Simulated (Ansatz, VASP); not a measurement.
SnCl in VASP and in Ansatz

```
Sn Cl
1.0
     3.99312    0.00000    0.00000
     0.00000    3.99312    0.00000
     0.00000    0.00000    7.05643
Sn Cl
2 2
Direct
  0.00000 0.00000 0.83658
  0.50000 0.50000 0.03136
  0.00000 0.00000 0.15996
  0.50000 0.50000 0.34543
```

Alike in both runs: task single point; functional PBE; k mesh 4 × 4 × 4; occupations gaussian, width 0.1 eV; no spin polarisation.

|  | VASP | Ansatz |
| --- | --- | --- |
| version | VASP 6.6.1 | Ansatz 0.2.0 |
| potentials or method | VASP PAW PBE potentials, release 64 (Sn_d, Cl) | scalar-relativistic, plane waves, PAW |
| plane-wave cutoff (eV) | 520 | 420 |
| valence electrons in the cell | 42 | 42 |

```tsv
	VASP	Ansatz	Ansatz less VASP
gap on the k mesh at the Fermi level (eV)	none	none	-
pressure (GPa)	13.2	13.3	+0.14
largest component of the traceless stress (GPa)	9.53	9.69	+0.162
rms of the force components (eV/Å)	2.115	2.135	+0.0197
```

Atom by atom the forces differ by 0.022 eV/Å (rms over components). A gap of «none» marks a metal or a gap that the smearing closes. With one functional, cell and mesh, what is left measures potentials, basis and numerics.

Caveats: the k mesh is coarse (spacing up to 0.39 Å⁻¹), so the values aren't converged; this functional lacks dispersion, which binds the layers, so the pressure and a relaxed spacing across them are unreliable; forces of over 1 eV/Å show positions far from the minimum, so gaps and moduli don't describe the material at rest.
